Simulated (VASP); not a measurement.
Data:

```xyz
2
Lattice="0.0000 3.4756 3.4756 3.4756 0.0000 3.4756 3.4756 3.4756 0.0000" Properties=species:S:1:pos:R:3 pbc="T T T"
Y      0.0000     0.0000     0.0000
Si     1.7378     1.7378     1.7378
```

Level of theory: PBE GGA, VASP's PBE PAW potentials (set 64) (plane waves; VASP). Numerical set-up: 400 eV cut-off, 8×8×8 Γ-centred mesh, first-order Methfessel-Paxton smearing of 0.10 eV, potentials Y_sv Si.

Energy and stress use the plane-wave basis of the starting cell.

Task: The ions, cell shape and volume are relaxed. Predict the relaxed structure.

Result: 
```xyz
2
Lattice="0.0000 3.2434 3.2434 3.2434 0.0000 3.2434 3.2434 3.2434 0.0000" Properties=species:S:1:pos:R:3 pbc="T T T"
Y      0.0000     0.0000     0.0000
Si     1.6217     1.6217     1.6217
```
Space group F-43m (216), at a tolerance of 0.03 Å.

Task: How do energy and volume change from the first to the last step?

Result: The energy (σ→0) changes by -158.2 meV/atom and the volume by -18.7 %, in 3 ionic steps.

| step | E(σ→0) (eV) | max force (eV/Å) | pressure (GPa) | volume (Å³) |
|---|---|---|---|---|
| 1 | -10.8383 | 0.000 | -5.49 | 83.97 |
| 2 | -11.1540 | 0.000 | 0.34 | 67.68 |
| 3 | -11.1547 | 0.000 | 0.00 | 68.24 |

The structure was generated: YSi was put into the zinc blende type (F-43m), which need not be its known phase. This run relaxes it. Symmetry was kept, so distortions that lower it aren't found. The electron count is odd and the run is not spin-polarised, which forces a metal.
